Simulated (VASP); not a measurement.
Here is a VASP 6.6.1 calculation.

The input INCAR:

```
  ALGO = Normal
  EDIFF = 1E-7
  EDIFFG = -0.02
  ENCUT = 600
  GGA = PE
  IBRION = 2
  ISIF = 3
  ISMEAR = 0
  ISPIN = 2
  LASPH = T
  LCHARG = F
  LMAXMIX = 4
  LORBIT = 11
  LREAL = F
  LWAVE = F
  MAGMOM = 4 4 4 4 0 0 0 0 1 1 1 1
  NELM = 150
  NSW = 40
  PREC = Accurate
  SIGMA = 0.02
```

File KPOINTS:

```
k-points
0
Gamma
  3 2 2
```

POSCAR

```
Mn4SiNi4Ge3
1.0
    0.0000000000     -3.6209850300      0.0000000000
   -6.0746341600      0.0000000000      0.0000000000
    0.0000000000      0.0000000000     -7.0144867700
Mn Ge Si Ni
4 3 1 4
Direct
    0.2500000000      0.5290877900      0.6717908800
    0.7500000000      0.9709122100      0.1717908800
    0.2500000000      0.0290877900      0.8282091200
    0.7500000000      0.4709122100      0.3282091200
    0.7500000000      0.7373769800      0.8712442200
    0.7500000000      0.2373769800      0.6287557800
    0.2500000000      0.2626230200      0.1287557800
    0.2500000000      0.7626230200      0.3712442200
    0.7500000000      0.3584286500      0.9398544300
    0.7500000000      0.8584286500      0.5601455700
    0.2500000000      0.1415713500      0.4398544300
    0.2500000000      0.6415713500      0.0601455700
```

Potentials or basis: VASP PAW PBE potentials, release 64 (Mn_pv, Ge_d, Si, Ni).

The run is started by

```bash
$ cat potpaw_PBE.64/Mn_pv/POTCAR potpaw_PBE.64/Ge_d/POTCAR potpaw_PBE.64/Si/POTCAR potpaw_PBE.64/Ni/POTCAR > POTCAR
$ mpirun -np 1 vasp_std > vasp.out
```

Q: Predict the space group after relaxing (to 0.05 Å).

A: Pm (No. 6).

Q: What does it give for the relaxed volume?

A: 12.78 Å³/atom.

Q: Predict the relaxed cell.

A: a = 3.694 Å, b = 5.870 Å, c = 7.073 Å, α = 90.27°, β = 90.00°, γ = 90.00°.

Q: Predict the site moments.

A: Mn +2.96, +2.98; Ge -0.13; Si -0.10; Ni +0.09, +0.12, +0.10 μB.

Step by step:
```tsv
step	energy change (eV)	largest force (eV/Å)	pressure (GPa)	volume (Å³)
1	0.0000	0.7438	0.04	154.29
2	-0.0859	0.3430	-0.35	154.35
3	-0.1085	0.3609	-0.47	154.40
4	-0.1263	0.1693	0.25	153.43
5	-0.1265	0.1696	0.33	153.33
6	-0.1349	0.1193	-0.06	153.68
7	-0.1372	0.1615	-0.40	153.96
8	-0.1442	0.1223	0.11	153.36
9	-0.1454	0.1452	0.52	152.90
10	-0.1488	0.1385	0.08	153.24
11	-0.1495	0.1516	-0.21	153.47
12	-0.1543	0.1150	-0.26	153.41
13	-0.1546	0.1174	-0.26	153.40
14	-0.1581	0.0808	0.21	152.92
15	-0.1584	0.0820	0.40	152.72
16	-0.1604	0.0538	-0.03	153.20
17	-0.1604	0.0583	-0.14	153.30
18	-0.1610	0.0419	0.02	153.17
19	-0.1611	0.0472	0.05	153.14
20	-0.1615	0.0310	0.07	153.20
21	-0.1615	0.0673	0.01	153.37
22	-0.1617	0.0383	0.03	153.28
23	-0.1621	0.0391	0.02	153.35
24	-0.1623	0.0380	-0.07	153.45
25	-0.1625	0.0236	-0.01	153.36
26	-0.1625	0.0301	0.12	153.23
27	-0.1626	0.0225	0.11	153.26
28	-0.1627	0.0225	0.02	153.35
29	-0.1627	0.0228	-0.03	153.40
30	-0.1628	0.0138	-0.03	153.38
```

Caveat: the k mesh is coarse (spacing up to 0.58 Å⁻¹), so the values aren't converged.
